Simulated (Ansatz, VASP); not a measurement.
# Cross-check of Ta2Se between VASP and Ansatz, part 2 of 3

Wanted: the spread between two codes on one cell, functional and k mesh. The cell is taken from a series of runs on this material, whose earlier steps may have relaxed, scaled, displaced or heated it; both programs get it as it stands.

VASP 6.6.1 and Ansatz 0.2.0.

So far: The starting structure; Ansatz: zone-centre phonons, PBEsol.

## Step 3: VASP: zone-centre phonons, PBEsol

Level of this step: PBEsol; plane waves and PAW (Ta_pv, Se) (VASP).

The same cell, functional, mesh and smearing now go to VASP, with its own data sets.

Lines of VASP's logs that name or quote its potential files are left out, and so is its time.

The input, INCAR:

```
SYSTEM = Ta2Se
PREC = Accurate
ENCUT = 500
EDIFF = 1E-08
NELM = 120
ISMEAR = 1
SIGMA = 0.2
LREAL = .FALSE.
ALGO = Normal
GGA = PS
NBANDS = 34
LASPH = .TRUE.
LORBIT = 11
LWAVE = .FALSE.
LCHARG = .FALSE.
ISIF = 2
IBRION = 8
GGA_COMPAT = .FALSE.
KPAR = 2
```

The input, POSCAR:

```
Ta2Se
1.0
    3.3566104662      0.0000000000      0.0000000000
    0.0000000000      3.3566104662      0.0000000000
    0.0000000000      0.0000000000      9.8505624500
Ta Se
4 2
Direct
    0.5000000000      0.0000000000      0.7585914190
    0.0000000000      0.5000000000      0.2414085810
    0.5000000000      0.0000000000      0.0763092375
    0.0000000000      0.5000000000      0.9236907625
    0.5000000000      0.0000000000      0.3637445646
    0.0000000000      0.5000000000      0.6362554354
```

The input, KPOINTS:

```
Automatic mesh
0
Gamma
12 12 4
0 0 0
```

Potentials, in the order of the species: Ta_pv and Se (PBE family, release 64).

Run with:

```console
> mpirun -np 2 vasp_std
```

Output:

```text
[banner, memory and clock lines left out]
running    2 mpi-ranks, on    1 nodes
 distrk:  each k-point on    1 cores,    2 groups
 distr:  one band on    1 cores,    1 groups

 POSCAR found type information on POSCAR TaSe
 POSCAR found :  2 types and       6 ions
|                                                                             |
|               ----> ADVICE to this user running VASP <----                  |
|                                                                             |
|     You enforced a specific xc type in the INCAR file but a different       |
|     [... a line on the potential file left out ...]
|     I HOPE YOU KNOW WHAT YOU ARE DOING!                                     |
|                                                                             |

 LDA part: xc-table for (Slater+PW92), standard interpolation
 POSCAR, INCAR and KPOINTS ok, starting setup
 FFT: planning ... GRIDC
 FFT: planning ... GRID_SOFT
 FFT: planning ... GRID
 WAVECAR not read
 entering main loop
       N       E                     dE             d eps       ncg     rms          rms(c)
DAV:   1     0.506581869985E+03    0.50658E+03   -0.30031E+04  5720   0.159E+03
DAV:   2    -0.378724957432E+02   -0.54445E+03   -0.53550E+03  6512   0.446E+02
DAV:   3    -0.643340215576E+02   -0.26462E+02   -0.26093E+02  7482   0.843E+01
DAV:   4    -0.649212905449E+02   -0.58727E+00   -0.58251E+00  7104   0.120E+01
DAV:   5    -0.649372113571E+02   -0.15921E-01   -0.15865E-01  7858   0.160E+00    0.306E+01
DAV:   6    -0.619893727123E+02    0.29478E+01   -0.27387E+01  7620   0.311E+01    0.149E+01
DAV:   7    -0.615693568424E+02    0.42002E+00   -0.18446E+01  7668   0.164E+01    0.825E+00
DAV:   8    -0.607740620321E+02    0.79529E+00   -0.53932E+00  7510   0.139E+01    0.946E-01
DAV:   9    -0.607873756781E+02   -0.13314E-01   -0.27411E-01  6790   0.300E+00    0.503E-01
DAV:  10    -0.607870585277E+02    0.31715E-03   -0.12035E-02  7730   0.583E-01    0.201E-01
DAV:  11    -0.607866684714E+02    0.39006E-03   -0.22519E-03  7884   0.258E-01    0.655E-02
DAV:  12    -0.607866614341E+02    0.70373E-05   -0.25061E-04  7540   0.101E-01    0.235E-02
DAV:  13    -0.607866607180E+02    0.71610E-06   -0.33710E-05  7332   0.320E-02    0.682E-03
DAV:  14    -0.607866600877E+02    0.63038E-06   -0.52564E-06  7378   0.134E-02    0.285E-03
DAV:  15    -0.607866598718E+02    0.21585E-06   -0.37209E-07  7178   0.367E-03    0.975E-04
DAV:  16    -0.607866598359E+02    0.35900E-07   -0.23180E-08  5258   0.104E-03    0.530E-04
DAV:  17    -0.607866598441E+02   -0.81673E-08   -0.62465E-09  4172   0.465E-04
   1 F= -.60786660E+02 E0= -.60786743E+02  d E =0.250144E-03
 Linear response reoptimize wavefunctions to high precision
DAV:   1    -0.607866598402E+02    0.38890E-08   -0.40127E-09  4990   0.285E-04
DAV:   2    -0.607866598403E+02   -0.14916E-09   -0.41240E-10  3840   0.107E-04
DAV:   3    -0.607866598403E+02    0.55479E-10   -0.11008E-10  3762   0.433E-05
 Linear response DOF=           6
 Linear response progress:
  Degree of freedom:   1/  6
       N       E                     dE             d eps       ncg     rms          rms(c)
RMM:   1    -0.147264677868E+00   -0.14726E+00    0.12541E+01 12535   0.203E+01
RMM:   2    -0.179859924658E+00   -0.32595E-01   -0.42152E-02 18867   0.119E+00    0.135E-01
RMM:   3    -0.179935837397E+00   -0.75913E-04   -0.80574E-03 22190   0.279E-01    0.783E-02
RMM:   4    -0.179721198819E+00    0.21464E-03   -0.10727E-03 24339   0.114E-01    0.249E-02
RMM:   5    -0.179649867053E+00    0.71332E-04   -0.11156E-04 24562   0.277E-02    0.120E-02
RMM:   6    -0.179625052732E+00    0.24814E-04   -0.23989E-05 24107   0.126E-02    0.776E-03
RMM:   7    -0.179591672830E+00    0.33380E-04   -0.91706E-06 24240   0.796E-03    0.124E-03
RMM:   8    -0.179591923758E+00   -0.25093E-06   -0.28463E-06 25426   0.346E-03    0.650E-04
RMM:   9    -0.179592648451E+00   -0.72469E-06   -0.22142E-06 24953   0.194E-03    0.361E-04
RMM:  10    -0.179593237390E+00   -0.58894E-06   -0.13209E-06 26003   0.137E-03    0.168E-04
RMM:  11    -0.179593628487E+00   -0.39110E-06   -0.84129E-07 25845   0.103E-03    0.790E-05
RMM:  12    -0.179593926033E+00   -0.29755E-06   -0.55049E-07 26610   0.851E-04    0.301E-05
RMM:  13    -0.179594104345E+00   -0.17831E-06   -0.46593E-07 27340   0.741E-04    0.157E-05
RMM:  14    -0.179594166168E+00   -0.61823E-07   -0.49941E-07 27749   0.679E-04    0.962E-06
RMM:  15    -0.179594226739E+00   -0.60572E-07   -0.30817E-07 28031   0.637E-04    0.650E-06
RMM:  16    -0.179594297355E+00   -0.70616E-07   -0.30855E-07 27912   0.610E-04    0.364E-06
RMM:  17    -0.179594303782E+00   -0.64269E-08   -0.21155E-07 29010   0.590E-04    0.350E-06
RMM:  18    -0.179594325881E+00   -0.22099E-07   -0.26562E-07 28576   0.577E-04    0.303E-06
[...]
RMM:  13    -0.225135668710E+00   -0.42039E-06   -0.18748E-06 11932   0.752E-04    0.239E-05
RMM:  14    -0.225135663419E+00    0.52917E-08   -0.73134E-07 12290   0.660E-04    0.205E-05
RMM:  15    -0.225135775878E+00   -0.11246E-06   -0.11081E-06 12292   0.608E-04    0.129E-05
RMM:  16    -0.225135866671E+00   -0.90793E-07   -0.12096E-07 12800   0.581E-04    0.120E-05
RMM:  17    -0.225135799378E+00    0.67292E-07   -0.43795E-07 12333   0.552E-04    0.160E-05
RMM:  18    -0.225135829282E+00   -0.29904E-07    0.25657E-07 12713   0.533E-04    0.933E-06
RMM:  19    -0.225135841351E+00   -0.12068E-07   -0.10902E-08 13230   0.518E-04    0.137E-05
RMM:  20    -0.225135798696E+00    0.42655E-07    0.30293E-07 13176   0.511E-04    0.204E-05
RMM:  21    -0.225135874294E+00   -0.75598E-07    0.18213E-07 13249   0.509E-04    0.971E-06
RMM:  22    -0.225135906912E+00   -0.32617E-07    0.25900E-07 14003   0.503E-04    0.877E-06
RMM:  23    -0.225135916168E+00   -0.92557E-08    0.20646E-07 13379   0.497E-04    0.789E-06
RMM:  24    -0.225135903192E+00    0.12975E-07    0.28337E-07 13295   0.495E-04    0.104E-05
RMM:  25    -0.225135904264E+00   -0.10721E-08    0.21267E-07 12920   0.493E-04    0.111E-05
RMM:  26    -0.225135898936E+00    0.53281E-08    0.30943E-07 13510   0.493E-04    0.113E-05
RMM:  27    -0.225135907116E+00   -0.81801E-08    0.20761E-07 13606   0.492E-04    0.126E-05
RMM:  28    -0.225135907303E+00   -0.18622E-09    0.21243E-07 13829   0.492E-04    0.954E-06
RMM:  29    -0.225135906672E+00    0.63024E-09    0.29212E-07 14100   0.491E-04    0.884E-06
RMM:  30    -0.225135908002E+00   -0.13291E-08    0.13937E-07 13351   0.491E-04    0.908E-06
RMM:  31    -0.225135912320E+00   -0.43184E-08    0.28065E-07 13621   0.490E-04    0.810E-06
 first order change of Fermi-energy  -0.12277E+00
 force on displaced ion       3 direction 3 :   0.000   0.000 -18.490
 Linear response progress:
  Degree of freedom:   5/  6
       N       E                     dE             d eps       ncg     rms          rms(c)
RMM:   1    -0.779515125308E-01   -0.77952E-01    0.75096E-02 26049   0.102E+00
RMM:   2    -0.770851402259E-01    0.86637E-03   -0.45374E-03 20356   0.211E-01    0.975E-02
RMM:   3    -0.772590325364E-01   -0.17389E-03   -0.51508E-04 20754   0.706E-02    0.560E-02
RMM:   4    -0.775183775556E-01   -0.25935E-03   -0.13597E-04 21909   0.438E-02    0.110E-02
RMM:   5    -0.775068591430E-01    0.11518E-04   -0.15491E-05 21287   0.137E-02    0.490E-03
RMM:   6    -0.775090514506E-01   -0.21923E-05   -0.15438E-06 23716   0.445E-03    0.208E-03
RMM:   7    -0.775090692627E-01   -0.17812E-07   -0.21535E-07 22745   0.175E-03    0.974E-04
RMM:   8    -0.775088710716E-01    0.19819E-06   -0.12198E-07 22251   0.907E-04    0.253E-04
RMM:   9    -0.775091896677E-01   -0.31860E-06    0.28073E-07 23331   0.454E-04    0.117E-04
RMM:  10    -0.775095726948E-01   -0.38303E-06    0.64870E-08 24387   0.291E-04    0.528E-05
RMM:  11    -0.775096548241E-01   -0.82129E-07    0.17380E-07 24212   0.216E-04    0.155E-05
RMM:  12    -0.775096553069E-01   -0.48278E-09    0.12268E-07 25607   0.189E-04    0.599E-06
RMM:  13    -0.775096349789E-01    0.20328E-07    0.52031E-08 26144   0.179E-04    0.216E-06
RMM:  14    -0.775096318435E-01    0.31354E-08   -0.12212E-08 26247   0.175E-04    0.967E-07
 first order change of Fermi-energy   0.11274E-03
 force on displaced ion       5 direction 1 :  -6.747   0.000  -0.001
 Linear response progress:
  Degree of freedom:   6/  6
       N       E                     dE             d eps       ncg     rms          rms(c)
RMM:   1    -0.110820306801E+00   -0.11082E+00    0.10818E-01 12127   0.106E+00
RMM:   2    -0.108672488837E+00    0.21478E-02   -0.52092E-03  9262   0.249E-01    0.169E-01
RMM:   3    -0.108785752158E+00   -0.11326E-03   -0.57625E-04  9680   0.760E-02    0.110E-01
RMM:   4    -0.108841634974E+00   -0.55883E-04   -0.32174E-04 10101   0.456E-02    0.772E-02
RMM:   5    -0.108891198188E+00   -0.49563E-04   -0.11653E-04  9631   0.383E-02    0.779E-03
RMM:   6    -0.108876293008E+00    0.14905E-04   -0.13448E-05 10007   0.124E-02    0.434E-03
RMM:   7    -0.108871783843E+00    0.45092E-05   -0.64644E-07 10046   0.515E-03    0.195E-03
RMM:   8    -0.108872124848E+00   -0.34101E-06   -0.56166E-07 10339   0.232E-03    0.105E-03
RMM:   9    -0.108870539439E+00    0.15854E-05    0.21038E-06 10143   0.123E-03    0.325E-04
RMM:  10    -0.108870785256E+00   -0.24582E-06    0.81961E-07 10953   0.588E-04    0.132E-04
RMM:  11    -0.108871059822E+00   -0.27457E-06    0.11330E-06 11420   0.331E-04    0.434E-05
RMM:  12    -0.108871052955E+00    0.68669E-08    0.12062E-06 11739   0.247E-04    0.195E-05
RMM:  13    -0.108871049755E+00    0.31999E-08    0.12085E-06 11495   0.232E-04    0.870E-06
RMM:  14    -0.108871042158E+00    0.75965E-08    0.12278E-06 11704   0.222E-04    0.347E-06
[...]
RMM:  60    -0.108871044383E+00   -0.37174E-09    0.11132E-06 10284   0.215E-04    0.182E-07
RMM:  61    -0.108871043806E+00    0.57632E-09    0.11247E-06 10271   0.215E-04    0.250E-07
RMM:  62    -0.108871044445E+00   -0.63844E-09    0.12045E-06 10283   0.215E-04    0.197E-07
RMM:  63    -0.108871044345E+00    0.99853E-10    0.11206E-06 10268   0.215E-04    0.248E-07
RMM:  64    -0.108871044502E+00   -0.15663E-09    0.11639E-06 10280   0.215E-04    0.186E-07
RMM:  65    -0.108871044103E+00    0.39841E-09    0.11077E-06 10265   0.215E-04    0.224E-07
RMM:  66    -0.108871044430E+00   -0.32645E-09    0.10298E-06 10279   0.215E-04    0.176E-07
RMM:  67    -0.108871044124E+00    0.30601E-09    0.11088E-06 10261   0.215E-04    0.201E-07
 first order change of Fermi-energy  -0.13971E-01
 force on displaced ion       5 direction 3 :   0.000   0.000  -8.880
 Linear response finished
```

[end of part 2 of 3]

[Lines on the potential files, build, host, timing and source positions are cut from VASP's logs without a mark.]

[Logs are printed without paths, hosts, clocks, repeated set-up lines and the standing remarks that a program may print on its own settings, such as how far it seeks lower states.]

[Hosts, paths, dates, database ids (printed as entryN), source tags and the programs' standing remarks are cut or masked in the printed files.]
